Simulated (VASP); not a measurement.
# Te2Mo: what each functional gives, and what it costs, part 6 of 6

Which functional reproduces the measured band gap of Te2Mo, and what does it cost? The start is a cell from a database of measured crystal structures.

VASP 6.6.1, plane waves and PAW; the level of theory is named at each step.

So far, least gap on mesh and path (eV): step 2 (bands, level LDA, k 5×5×1) 0.670; step 9 (bands, level HSE06, k 5×5×1) 1.12; step 10 (bands, level B3LYP, k 5×5×1) 1.55; step 11 (bands, level HSE03, k 5×5×1) 0.968; step 12 (bands, level PBE + SOC) 0.690.

### Step 13. Bands with TB-mBJ + SOC

This step: TB-mBJ, spin-orbit coupling; plane waves and PAW (Te, Mo_sv) (VASP 6.6.1).

Input file INCAR:

```
SYSTEM = Te2Mo
PREC = Accurate
ENCUT = 400
EDIFF = 1E-06
NELM = 150
ISMEAR = 0
SIGMA = 0.02
LREAL = .FALSE.
ALGO = Normal
METAGGA = MBJ
LASPH = .TRUE.
LNONCOLLINEAR = .TRUE.
MAGMOM = 0 0 0 0 0 0 0 0 0 0 0 0 0 0 0 0 0 0
NBANDS = 64
GGA_COMPAT = .FALSE.
LSORBIT = .TRUE.
LMAXMIX = 4
LORBIT = 11
LWAVE = .FALSE.
LCHARG = .FALSE.
KPAR = 4
NCORE = 2
```

Input file POSCAR:

```
Te2Mo
1.0
    3.5182000000      0.0000000000      0.0000000000
   -1.7591000000      3.0468505756      0.0000000000
    0.0000000000      0.0000000000     13.9736000000
Te Mo
4 2
Direct
    0.3333333333      0.6666666667      0.6210000000
    0.6666666667      0.3333333333      0.1210000000
    0.3333333333      0.6666666667      0.8790000000
    0.6666666667      0.3333333333      0.3790000000
    0.3333333333      0.6666666667      0.2500000000
    0.6666666667      0.3333333333      0.7500000000
```

Input file KPOINTS:

```
Automatic mesh
0
Gamma
5 5 2
0 0 0
```

Input file KPOINTS_OPT:

```
Line mode
16
Line-mode
Reciprocal
  0.00000000   0.00000000   0.00000000 GAMMA
  0.50000000   0.00000000   0.00000000 M

  0.50000000   0.00000000   0.00000000 M
  0.33333333   0.33333333   0.00000000 K

  0.33333333   0.33333333   0.00000000 K
  0.00000000   0.00000000   0.00000000 GAMMA

  0.00000000   0.00000000   0.00000000 GAMMA
  0.00000000   0.00000000   0.50000000 A

  0.00000000   0.00000000   0.50000000 A
  0.50000000   0.00000000   0.50000000 L

  0.50000000   0.00000000   0.50000000 L
  0.33333333   0.33333333   0.50000000 H

  0.33333333   0.33333333   0.50000000 H
  0.00000000   0.00000000   0.50000000 A

  0.50000000   0.00000000   0.50000000 L
  0.50000000   0.00000000   0.00000000 M

  0.33333333   0.33333333   0.00000000 K
  0.33333333   0.33333333   0.50000000 H
```

The projector-augmented-wave data sets are Te and Mo_sv (PBE family, release 64).

The run is started by

```bash
$ mpirun -np 8 vasp_ncl
```

Numbers of over 12 decimals in the logs are rounded to 6 here.

The log of the run:

```text
[banner, memory and clock lines left out]
running    8 mpi-ranks, on    1 nodes
[...]
[... a notice as in an earlier step ...]

 LDA part: xc-table for (None), standard interpolation
 POSCAR, INCAR and KPOINTS ok, starting setup
[...]
entering main loop
       N       E                     dE             d eps       ncg     rms          rms(c)
DAV:   1     0.205212722864E+04    0.20521E+04   -0.24119E+04  1568   0.119E+03
DAV:   2     0.168611464304E+04   -0.36601E+03   -0.35428E+03  1592   0.308E+02
DAV:   3     0.166307674692E+04   -0.23038E+02   -0.22327E+02  1512   0.644E+01
DAV:   4     0.166229708754E+04   -0.77966E+00   -0.77281E+00  1648   0.109E+01
[...]
DAV:  60     0.167077543016E+04    0.30477E-05   -0.74788E-09   664   0.325E-04    0.146E-03
DAV:  61     0.167077543212E+04    0.19603E-05   -0.20436E-08   664   0.602E-04    0.561E-04
DAV:  62     0.167077543259E+04    0.47279E-06   -0.78877E-09   664   0.382E-04
   1 F= 0.16707754E+04 E0= 0.16707754E+04  d E =-.144221E-51  mag=     0.0000    -0.0000     0.0000
 Start KPOINTS_OPT (optional k-point list driver)
k-point batch [1-10\144]
       N       E                     dE             ncg
DAV:   1     0.462525145287E+03   -0.22920E+04     1536
DAV:   2    -0.372525719865E+04   -0.41878E+04     1752
DAV:   3    -0.398801866312E+04   -0.26276E+03     1496
DAV:   4    -0.399999141832E+04   -0.11973E+02     1680
DAV:   5    -0.400035195637E+04   -0.36054E+00     1616
DAV:   6    -0.400035978134E+04   -0.78250E-02     1792
DAV:   7    -0.400035989532E+04   -0.11398E-03     1536
DAV:   8    -0.400035990028E+04   -0.49611E-05     1400
DAV:   9    -0.400035990039E+04   -0.10805E-06      984
[...]
k-point batch [141-144\144]
       N       E                     dE             ncg
DAV:   1     0.100977198007E+05   -0.70188E+04      640
DAV:   2     0.870651548660E+04   -0.13912E+04      624
DAV:   3     0.862075477959E+04   -0.85761E+02      648
DAV:   4     0.861856009766E+04   -0.21947E+01      608
DAV:   5     0.861849444616E+04   -0.65652E-01      640
DAV:   6     0.861849237828E+04   -0.20679E-02      632
DAV:   7     0.861849229952E+04   -0.78764E-04      608
DAV:   8     0.861849229655E+04   -0.29742E-05      512
DAV:   9     0.861849229639E+04   -0.15590E-06      424
```

The job ended after 3.5 min (8 MPI ranks of Intel Xeon 6975P-C (Granite Rapids), shared host; peak memory 3.2 GiB; 28 min of CPU time).

From OUTCAR (step 13):

```text
  Total       20.2676147     20.2676147     11.4359726      0.0000000      0.0000000     -0.0000000
  in kB      216.7870000    216.7870000    122.3217547      0.0000000      0.0000000     -0.0000000
  external PRESSURE =     185.2985849 kB  Pullay stress =       0.0000000 kB

 POSITION                                       TOTAL-FORCE (eV/Angst)
 -----------------------------------------------------------------------------------
     -0.00000      2.03123      8.67761         0.000000     -0.000000     -0.689027
      1.75910      1.01562      1.69081         0.000000     -0.000000     -0.689027
     -0.00000      2.03123     12.28279         0.000000     -0.000000      0.689027
      1.75910      1.01562      5.29599         0.000000      0.000000      0.689027
     -0.00000      2.03123      3.49340         0.000000     -0.000000      0.000000
      1.75910      1.01562     10.48020        -0.000000      0.000000      0.000000
 -----------------------------------------------------------------------------------
    total drift:                               -0.000000      0.000000     -0.000000

  FREE ENERGIE OF THE ION-ELECTRON SYSTEM (eV)
  ---------------------------------------------------
  free  energy   TOTEN  =      1670.7754325911 eV

  energy  without entropy=     1670.7754325911  energy(sigma->0) =     1670.77543259

 magnetization (x)
# of ion       s       p       d       tot
------------------------------------------
    1        0.000   0.000  -0.000   0.000
    2       -0.000   0.000   0.000   0.000
    3        0.000   0.000   0.000   0.000
    4       -0.000   0.000  -0.000  -0.000
    5        0.000   0.000   0.000   0.000
    6       -0.000   0.000   0.000   0.000
--------------------------------------------------
tot         -0.000   0.000  -0.000   0.000

 magnetization (y)
# of ion       s       p       d       tot
------------------------------------------
    1       -0.000   0.000   0.000  -0.000
    2       -0.000   0.000   0.000  -0.000
    3       -0.000   0.000  -0.000  -0.000
    4       -0.000   0.000   0.000  -0.000
    5        0.000   0.000  -0.000  -0.000
    6        0.000  -0.000  -0.000  -0.000
--------------------------------------------------
tot         -0.000   0.000  -0.000  -0.000

[... 3 parts as in an earlier step ...]

[... 1 further part left out ...]
[key lines of the parts left out:]
E-fermi :   8.2939
```

Electronic bands along the path, in eV, zero at the valence-band top; v1 is the highest filled band, c1 the lowest empty one:

| point | v4 | v3 | v2 | v1 | c1 | c2 | c3 | c4 |
| --- | --- | --- | --- | --- | --- | --- | --- | --- |
| Γ | -0.44 | -0.44 | 0.00 | 0.00 | 2.55 | 2.55 | 2.68 | 2.68 |
| 0.53 of the way | -0.95 | -0.95 | -0.87 | -0.87 | 1.20 | 1.20 | 1.69 | 1.69 |
| M | -0.63 | -0.63 | -0.39 | -0.39 | 1.25 | 1.25 | 1.32 | 1.32 |
| 0.53 of the way | -0.47 | -0.47 | -0.21 | -0.21 | 1.19 | 1.19 | 1.31 | 1.31 |
| K | -0.29 | -0.29 | 0.00 | 0.00 | 0.98 | 0.98 | 1.01 | 1.01 |
| 0.53 of the way | -0.79 | -0.79 | -0.62 | -0.62 | 1.00 | 1.00 | 1.62 | 1.62 |
| Γ | -0.44 | -0.44 | 0.00 | 0.00 | 2.55 | 2.55 | 2.68 | 2.68 |
| 0.47 of the way | -0.29 | -0.29 | -0.02 | -0.02 | 2.56 | 2.56 | 2.64 | 2.64 |
| A | -0.11 | -0.11 | -0.11 | -0.11 | 2.59 | 2.59 | 2.59 | 2.59 |
| 0.47 of the way | -0.78 | -0.78 | -0.78 | -0.78 | 1.55 | 1.55 | 1.55 | 1.55 |
| L | -0.51 | -0.51 | -0.51 | -0.51 | 1.28 | 1.28 | 1.28 | 1.28 |
| 0.53 of the way | -0.43 | -0.43 | -0.25 | -0.25 | 1.26 | 1.26 | 1.26 | 1.26 |
| H | -0.27 | -0.27 | -0.06 | -0.06 | 0.99 | 0.99 | 1.02 | 1.02 |
| 0.53 of the way | -0.76 | -0.76 | -0.67 | -0.67 | 1.22 | 1.22 | 1.29 | 1.29 |
| A | -0.11 | -0.11 | -0.11 | -0.11 | 2.59 | 2.59 | 2.59 | 2.59 |
| jump to L | -0.51 | -0.51 | -0.51 | -0.51 | 1.28 | 1.28 | 1.28 | 1.28 |
| 0.47 of the way | -0.59 | -0.59 | -0.43 | -0.43 | 1.26 | 1.26 | 1.30 | 1.30 |
| M | -0.63 | -0.63 | -0.39 | -0.39 | 1.25 | 1.25 | 1.32 | 1.32 |
| jump to K | -0.29 | -0.29 | 0.00 | 0.00 | 0.98 | 0.98 | 1.01 | 1.01 |
| 0.53 of the way | -0.28 | -0.28 | -0.03 | -0.03 | 0.98 | 0.98 | 1.02 | 1.02 |
| H | -0.27 | -0.27 | -0.06 | -0.06 | 0.99 | 0.99 | 1.02 | 1.02 |

Of the projections kept (Te, Mo), the largest for each band there; the rest of the weight can lie on other orbitals:

| point | v4 | v3 | v2 | v1 | c1 | c2 | c3 | c4 |
| --- | --- | --- | --- | --- | --- | --- | --- | --- |
| Γ | Te 0.88 | Te 0.88 | Mo 0.78 | Mo 0.78 | Te 0.67 | Te 0.67 | Te 0.70 | Te 0.70 |
| M | Te 0.76 | Te 0.76 | Te 0.73 | Te 0.73 | Mo 0.95 | Mo 0.95 | Mo 0.92 | Mo 0.92 |
| K | Mo 0.90 | Mo 0.90 | Mo 0.87 | Mo 0.87 | Mo 0.94 | Mo 0.94 | Mo 0.93 | Mo 0.93 |
| Γ | Te 0.88 | Te 0.88 | Mo 0.78 | Mo 0.78 | Te 0.67 | Te 0.67 | Te 0.70 | Te 0.70 |
| A | Mo 0.68 | Mo 0.68 | Mo 0.68 | Mo 0.68 | Te 0.68 | Te 0.68 | Te 0.68 | Te 0.68 |
| L | Te 0.75 | Te 0.75 | Te 0.75 | Te 0.75 | Mo 0.94 | Mo 0.94 | Mo 0.94 | Mo 0.94 |

The gap is 0.80 eV, indirect, from K to a point between the labelled ones. Against TB-mBJ that is -0.02 eV, on another mesh; this run took 4.3 times the core time. The gap lies -0.16 eV from the measured 0.96 eV.

### Step 14. The ladder as a table

This step: ladder of functionals on one cell; plane waves and PAW (VASP 6.6.1).

No new run; the numbers come from the runs before.

A gap of 0 means none; cost is the wall time of each run, as given at its step, times its ranks, without the set-up around it. Results by level, by row:

| level | gap (eV) | least direct gap (eV) | pressure (GPa) | cost (core minutes) |
| --- | --- | --- | --- | --- |
| LDA | 0.67 | 1.033 | -2.42 | 4.53 |
| PBE | 0.705 | 1.039 | 2.95 | 3.87 |
| r2SCAN | 0.813 | 1.128 | 2.35 | 10.3 |
| TB-mBJ | 0.816 | 1.06 | - | 6.53 |
| TPSS | 0.683 | 1.046 | 1.69 | 10 |
| SCAN | 0.843 | 1.136 | -0.05 | 10.3 |
| HSE06 | 1.121 | 1.473 | - | 105 |
| B3LYP | 1.55 | 1.842 | - | 76.7 |
| HSE03 | 0.968 | 1.322 | - | 78.1 |
| PBE + SOC | 0.69 | 0.973 | 2.86 | 15.6 |
| TB-mBJ + SOC | 0.8 | 0.98 | - | 28.3 |

### Step 15. Outcome

| Item | Value |
| --- | --- |
| gap, LDA | 0.670 eV |
| gap, PBE | 0.705 eV |
| gap, r2SCAN | 0.813 eV |
| gap, TB-mBJ | 0.816 eV |
| gap, TPSS | 0.683 eV |
| gap, SCAN | 0.843 eV |
| gap, HSE06 | 1.12 eV |
| gap, B3LYP | 1.55 eV |
| gap, HSE03 | 0.968 eV |
| gap, PBE + SOC | 0.690 eV |
| gap, TB-mBJ + SOC | 0.800 eV |

**Reading.** For Te2Mo, without spin-orbit coupling, the functional decides between a gap of 0.670 eV (LDA) and 1.55 eV (B3LYP), while across these levels the cost spans a factor of 27. No level that was run with spin-orbit coupling brings the gap within 0.15 eV of experiment (a bound picked here). In most such crystals zero-point and thermal motion narrow the gap, so the static value to match lies above the measured one, and levels a little over it fare better than the table shows. HSE06 moves the gap by +0.42 eV from PBE, at about 27 times the core time, though on fewer points of the path. Spin-orbit coupling changes the PBE gap by -0.01 eV (the two runs use different meshes). Adding the spin-orbit shift of PBE (-0.01 eV) to levels run without it gives estimates of 1.11 eV for HSE06, 1.54 eV for B3LYP and 0.95 eV for HSE03; the shift need not carry over unchanged. TB-mBJ lands -0.30 eV from HSE06 at 6.2 % of its cost. All levels use one geometry, and one mesh but for spin-orbit runs, kept coarse to afford the hybrids, so no gap here is fully converged. Costs come from a shared host, and the hybrids use PRECFOCK = Fast. These are single-particle gaps of a static lattice, without excitons or temperature.

Calculation against experiment:

| quantity | measured | PBE + spin-orbit | TB-mBJ + spin-orbit | HSE06 plus the spin-orbit shift of PBE | B3LYP plus the spin-orbit shift of PBE | HSE03 plus the spin-orbit shift of PBE |
| --- | --- | --- | --- | --- | --- | --- |
| band gap (least gap) (eV) | 0.96 | 0.69 (-0.27 eV) | 0.80 (-0.16 eV) | 1.11 (+0.15 eV) | 1.54 (+0.58 eV) | 0.95 (-0.01 eV) |

Measured values from arxiv:1407.1219 (2014).

Verdict: For the band gap, of the levels listed nearest comes HSE03 plus the spin-orbit shift of PBE (-0.01 eV, good agreement) and farthest B3LYP plus the spin-orbit shift of PBE (+0.58 eV, a clear miss). Zero-point and thermal motion shift the measured gap. No cell relaxation is part of this session.

[Lines on the potential files, build, host, timing and source positions are cut from VASP's logs without a mark.]

[Logs are printed without paths, hosts, clocks, repeated set-up lines and the standing remarks that a program may print on its own settings, such as how far it seeks lower states.]

[Hosts, paths, dates, database ids (printed as entryN), source tags and the programs' standing remarks are cut or masked in the printed files.]

[A measured line is paired with the nearest computed mode of its activity, which favours agreement.]
